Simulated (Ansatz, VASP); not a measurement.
# Cross-check of CeZnS3 between VASP and Ansatz

One calculation is typed for both programs; each brings its own data sets. How far apart do they land? The cell is generated by rule, not measured, and may not be a known phase. The cell is taken from a series of runs on this material, whose earlier steps may have relaxed, scaled, displaced or heated it; both programs get it as it stands.

Main program and level: Ansatz 0.2.0; plane waves, with VASP 6.6.1 beside it; relaxation of cell and atoms at PBEsol.

## 1. Set-up

The structure is cubic, space group Pm-3m (No. 221). Conventional cell: a = 5.222 Å, b = 5.222 Å, c = 5.222 Å, α = 90.00°, β = 90.00°, γ = 90.00°. Nearest to Zn lie 12 S at 3.69 Å. Nearest to Ce lie 6 S at 2.61 Å. Nearest to S lie 2 Ce at 2.61 Å. Farther neighbours and most contacts between anions are not listed.

As a file:

```cif
data_structure
_symmetry_space_group_name_H-M 'P 1'
_symmetry_Int_Tables_number 1
_cell_length_a 5.2217
_cell_length_b 5.2217
_cell_length_c 5.2217
_cell_angle_alpha 90.000
_cell_angle_beta 90.000
_cell_angle_gamma 90.000
_cell_volume 142.37
loop_
_atom_site_label
_atom_site_type_symbol
_atom_site_fract_x
_atom_site_fract_y
_atom_site_fract_z
_atom_site_occupancy
Zn1 Zn 0.00000 0.00000 0.00000 1
Ce2 Ce 0.50000 0.50000 0.50000 1
S3 S 0.50000 0.50000 0.00000 1
S4 S 0.50000 0.00000 0.50000 1
S5 S 0.00000 0.50000 0.50000 1
```

## 2. VASP: relaxation of cell and atoms, PBEsol, pair 1

The relaxed volume is the usual yardstick between codes: in a stiff, nearly cubic crystal its relative difference is about their pressure difference at one cell divided by the bulk modulus.

Lines of VASP's logs that name or quote its potential files are left out, and so is its time.

INCAR

```
SYSTEM = CeZnS3
PREC = Accurate
ENCUT = 500
EDIFF = 1E-07
NELM = 200
ISMEAR = 1
SIGMA = 0.2
LREAL = .FALSE.
ALGO = Normal
GGA = PS
NBANDS = 27
LASPH = .TRUE.
LORBIT = 11
LWAVE = .FALSE.
LCHARG = .FALSE.
ISIF = 3
IBRION = 2
NSW = 80
EDIFFG = -0.005
GGA_COMPAT = .FALSE.
NELMIN = 4
LMAXMIX = 6
KPAR = 2
```

POSCAR

```
CeZnS3
1.0
    5.2216840000      0.0000000000      0.0000000000
    0.0000000000      5.2216840000      0.0000000000
    0.0000000000      0.0000000000      5.2216840000
Zn Ce S
1 1 3
Direct
    0.0000000000      0.0000000000      0.0000000000
    0.5000000000      0.5000000000      0.5000000000
    0.5000000000      0.5000000000      0.0000000000
    0.5000000000      0.0000000000      0.5000000000
    0.0000000000      0.5000000000      0.5000000000
```

KPOINTS

```
Automatic mesh
0
Gamma
8 8 8
0 0 0
```

Potentials, in the order of the species: Zn, Ce and S (PBE family, release 64).

The run is started by

```sh
$ mpirun -np 2 vasp_std
```

Numbers of over 12 decimals in the logs are rounded to 6 here.

Output:

```text
[banner, memory and clock lines left out]
running    2 mpi-ranks, on    1 nodes
 distrk:  each k-point on    1 cores,    2 groups
 distr:  one band on    1 cores,    1 groups

 POSCAR found type information on POSCAR ZnCeS
 POSCAR found :  3 types and       5 ions
|                                                                             |
|               ----> ADVICE to this user running VASP <----                  |
|                                                                             |
|     You enforced a specific xc type in the INCAR file but a different       |
|     [... a line on the potential file left out ...]
|     I HOPE YOU KNOW WHAT YOU ARE DOING!                                     |
|                                                                             |

 LDA part: xc-table for (Slater+PW92), standard interpolation
 POSCAR, INCAR and KPOINTS ok, starting setup
 FFT: planning ... GRIDC
 FFT: planning ... GRID_SOFT
 FFT: planning ... GRID
 WAVECAR not read
 entering main loop
       N       E                     dE             d eps       ncg     rms          rms(c)
DAV:   1     0.344841489328E+03    0.34484E+03   -0.17841E+04  1890   0.158E+03
DAV:   2     0.560340754714E+02   -0.28881E+03   -0.27358E+03  2161   0.322E+02
DAV:   3    -0.217782613422E+02   -0.77812E+02   -0.74472E+02  2618   0.155E+02
DAV:   4    -0.263969356100E+02   -0.46187E+01   -0.45481E+01  2256   0.398E+01
DAV:   5    -0.267820519897E+02   -0.38512E+00   -0.38446E+00  3481   0.970E+00    0.230E+01
DAV:   6    -0.243887934698E+02    0.23933E+01   -0.21152E+01  3108   0.493E+01    0.143E+01
DAV:   7    -0.246297026274E+02   -0.24091E+00   -0.56930E+01  2851   0.607E+01    0.149E+01
DAV:   8    -0.242522395992E+02    0.37746E+00   -0.28215E+00  2811   0.109E+01    0.875E+00
DAV:   9    -0.232820372138E+02    0.97020E+00   -0.13417E+00  2686   0.775E+00    0.481E+00
DAV:  10    -0.230141456471E+02    0.26789E+00   -0.78759E-01  3158   0.574E+00    0.120E+00
DAV:  11    -0.230052560230E+02    0.88896E-02   -0.72174E-02  2965   0.127E+00    0.104E+00
DAV:  12    -0.229948449358E+02    0.10411E-01   -0.94921E-02  3100   0.197E+00    0.681E-01
DAV:  13    -0.229951443381E+02   -0.29940E-03   -0.10185E-02  2698   0.464E-01    0.223E-01
DAV:  14    -0.229949986425E+02    0.14570E-03   -0.28672E-03  3121   0.251E-01    0.169E-01
DAV:  15    -0.229954436874E+02   -0.44504E-03   -0.15501E-03  2932   0.256E-01    0.308E-01
DAV:  16    -0.229949686676E+02    0.47502E-03   -0.14864E-03  2684   0.264E-01    0.871E-02
DAV:  17    -0.229949474294E+02    0.21238E-04   -0.53148E-05  2851   0.450E-02    0.698E-02
DAV:  18    -0.229949218605E+02    0.25569E-04   -0.25548E-04  2637   0.108E-01    0.180E-02
DAV:  19    -0.229949198906E+02    0.19699E-05   -0.34170E-05  3194   0.397E-02    0.705E-03
DAV:  20    -0.229949197367E+02    0.15392E-06   -0.53396E-06  2700   0.159E-02    0.577E-03
DAV:  21    -0.229949197301E+02    0.65547E-08   -0.72070E-07  1976   0.619E-03
   1 F= -.22994920E+02 E0= -.22997844E+02  d E =-.229949E+02
 curvature:   0.00 expect dE= 0.000E+00 dE for cont linesearch  0.000E+00
 trial: gam= 0.00000 g(F)=  0.000E+00 g(S)=  0.361E-03 ort = 0.000E+00 (trialstep = 0.100E+01)
 search vector abs. value=  0.361E-03
 bond charge predicted
       N       E                     dE             d eps       ncg     rms          rms(c)
DAV:   1    -0.229997325159E+02   -0.48128E-02   -0.79777E-02  2230   0.249E+00    0.740E-01
DAV:   2    -0.230024466315E+02   -0.27141E-02   -0.10295E-01  2644   0.247E+00    0.895E-01
DAV:   3    -0.229956355150E+02    0.68111E-02   -0.68792E-02  2523   0.169E+00    0.286E-01
DAV:   4    -0.229950935965E+02    0.54192E-03   -0.24742E-03  2655   0.364E-01    0.721E-02
DAV:   5    -0.229950458583E+02    0.47738E-04   -0.20290E-04  2876   0.871E-02    0.358E-02
DAV:   6    -0.229950330875E+02    0.12771E-04   -0.36781E-05  3392   0.381E-02    0.214E-02
DAV:   7    -0.229950336286E+02   -0.54116E-06   -0.53595E-06  3244   0.125E-02    0.105E-02
DAV:   8    -0.229950345739E+02   -0.94525E-06   -0.25152E-06  3454   0.917E-03    0.235E-03
DAV:   9    -0.229950346307E+02   -0.56777E-07   -0.32472E-07  2194   0.391E-03
   2 F= -.22995035E+02 E0= -.22998117E+02  d E =-.114901E-03
 trial-energy change:   -0.000115  1 .order   -0.000117   -0.000361    0.000127
 step:   0.7344(harm=  0.7396)  dis= 0.00000  next Energy=   -22.995052 (dE=-0.132E-03)
 bond charge predicted
       N       E                     dE             d eps       ncg     rms          rms(c)
DAV:   1    -0.229953868184E+02   -0.35224E-03   -0.56393E-03  2247   0.663E-01    0.199E-01
DAV:   2    -0.229956204404E+02   -0.23362E-03   -0.78887E-03  2641   0.690E-01    0.240E-01
DAV:   3    -0.229950848442E+02    0.53560E-03   -0.46262E-03  2529   0.435E-01    0.669E-02
DAV:   4    -0.229950567211E+02    0.28123E-04   -0.13025E-04  2529   0.847E-02    0.188E-02
DAV:   5    -0.229950526186E+02    0.41025E-05   -0.12708E-05  3004   0.232E-02    0.914E-03
DAV:   6    -0.229950512450E+02    0.13736E-05   -0.26469E-06  3366   0.113E-02    0.658E-03
DAV:   7    -0.229950508790E+02    0.36592E-06   -0.81212E-07  2332   0.555E-03    0.195E-03
DAV:   8    -0.229950507634E+02    0.11560E-06   -0.66715E-08  1204   0.189E-03    0.485E-04
DAV:   9    -0.229950507600E+02    0.34333E-08   -0.27279E-08  1143   0.154E-03
   3 F= -.22995051E+02 E0= -.22998091E+02  d E =-.131030E-03
 curvature:  -0.37 expect dE=-0.112E-07 dE for cont linesearch -0.112E-07
 trial: gam=-0.00907 g(F)=  0.289E-66 g(S)=  0.303E-07 ort = 0.331E-05 (trialstep = 0.947E+00)
 search vector abs. value=  0.103E-09
 reached required accuracy - stopping structural energy minimisation
```

From OUTCAR (step 2):

```text
ion  position               nearest neighbor table
   1  0.000  0.000  0.000-
   2  0.500  0.500  0.500-   3 2.61   4 2.61   5 2.61   3 2.61   4 2.61   5 2.61
   3  0.500  0.500  0.000-   2 2.61   2 2.61
   4  0.500  0.000  0.500-   2 2.61   2 2.61
   5  0.000  0.500  0.500-   2 2.61   2 2.61

  LATTYP: Found a simple cubic cell.
 ALAT       =     5.2216840000

 Subroutine GETGRP returns: Found 48 space group operations
 (whereof 48 operations were pure point group operations)

The static configuration has the point symmetry O_h .

 Found     35 irreducible k-points:

   k-points           NKPTS =     35   k-points in BZ     NKDIM =     35   number of bands    NBANDS=     27

   dimension x,y,z NGX =    40 NGY =   40 NGZ =   40
   dimension x,y,z NGXF=    80 NGYF=   80 NGZF=   80

   ENCUT  =  500.0 eV  36.75 Ry    6.06 a.u.   9.52  9.52  9.52*2*pi/ulx,y,z

   NELECT =      42.0000    total number of electrons

 k-points in reciprocal lattice and weights: Automatic mesh
   0.00000000  0.00000000  0.00000000       0.002
   0.12500000  0.00000000  0.00000000       0.012
   0.25000000  0.00000000  0.00000000       0.012
   0.37500000  0.00000000  0.00000000       0.012
   0.50000000  0.00000000  0.00000000       0.006
   0.12500000  0.12500000  0.00000000       0.023
   0.25000000  0.12500000  0.00000000       0.047
   0.37500000  0.12500000  0.00000000       0.047
   0.50000000  0.12500000  0.00000000       0.023
[...]
0.50000000  0.50000000  0.37500000       0.012
   0.50000000  0.50000000  0.50000000       0.002

 average (electrostatic) potential at core
       1 -36.8286       2 -81.2505       3 -88.7403       4 -88.7403       5 -88.7403

 E-fermi :   1.5332

 k-point     1 :       0.0000    0.0000    0.0000
  band No.  band energies     occupation
    ...
     18       0.7771      2.00000
     19       0.7771      2.00000
     20       1.2118      2.04548
     21       1.2118      2.04548
     22       1.2118      2.04548
     23       3.0563     -0.00000
     24       3.4328     -0.00000
     25       3.4328     -0.00000
     26       3.4328     -0.00000
     27       4.1386     -0.00000

 k-point     2 :       0.1250    0.0000    0.0000
  band No.  band energies     occupation
    ...
     18       0.7147      2.00000
     19       0.7410      2.00000
     20       1.0379      2.00257
     21       1.2074      2.04343
     22       1.2074      2.04343
     23       3.0546     -0.00000
     24       3.3332     -0.00000
     25       3.3332     -0.00000
     26       3.4280     -0.00000
     27       3.8651     -0.00000

 k-point     3 :       0.2500    0.0000    0.0000
  band No.  band energies     occupation
    ...
     18       0.5980      2.00000
     19       0.6567      2.00000
     20       1.2021      2.04102
     21       1.2021      2.04102
     22       1.4786      1.44352
     23       3.0505     -0.00000
     24       3.2118     -0.00000
     25       3.2118     -0.00000
     26       3.4177     -0.00000
     27       3.5608     -0.00000

  Total       -0.0010227     -0.0010227     -0.0010227     -0.0000000     -0.0000000     -0.0000000
  in kB       -0.0115360     -0.0115360     -0.0115360     -0.0000000     -0.0000000     -0.0000000
  external PRESSURE =      -0.0115360 kB  Pullay stress =       0.0000000 kB

  energy-cutoff  :      500.00
  volume of cell :      142.04
      direct lattice vectors                 reciprocal lattice vectors
     5.217549837 -0.000000000 -0.000000000     0.191660843  0.000000000 -0.000000000
    -0.000000000  5.217549837 -0.000000000     0.000000000  0.191660843  0.000000000
     0.000000000 -0.000000000  5.217549837     0.000000000  0.000000000  0.191660843

 POSITION                                       TOTAL-FORCE (eV/Angst)
 -----------------------------------------------------------------------------------
      0.00000      0.00000      0.00000         0.000000      0.000000      0.000000
      2.60877      2.60877      2.60877        -0.000000     -0.000000      0.000000
      2.60877      2.60877     -0.00000        -0.000000      0.000000      0.000000
      2.60877     -0.00000      2.60877         0.000000     -0.000000      0.000000
     -0.00000      2.60877      2.60877         0.000000     -0.000000      0.000000
 -----------------------------------------------------------------------------------
    total drift:                                0.000000      0.000000     -0.000000

  FREE ENERGIE OF THE ION-ELECTRON SYSTEM (eV)
  ---------------------------------------------------
  free  energy   TOTEN  =       -22.9950507600 eV

  energy  without entropy=      -23.0041720875  energy(sigma->0) =      -22.99809120

 reached required accuracy - stopping structural energy minimisation

 total charge
# of ion       s       p       d       f       tot
--------------------------------------------------
    1        0.589   0.046   9.769   0.000  10.404
    2        2.042   5.736   1.000   1.021   9.799
    3        1.359   2.316   0.000   0.000   3.675
    4        1.359   2.316   0.000   0.000   3.675
    5        1.359   2.316   0.000   0.000   3.675
--------------------------------------------------
tot          6.708  12.731  10.769   1.021  31.229

[... 3 further parts left out ...]
```

(Part 1 of 3 ends here.)

[Lines on the potential files, build, host, timing and source positions are cut from VASP's logs without a mark.]

[Logs are printed without paths, hosts, clocks, repeated set-up lines and the standing remarks that a program may print on its own settings, such as how far it seeks lower states.]

[Hosts, paths, dates, database ids (printed as entryN), source tags and the programs' standing remarks are cut or masked in the printed files.]
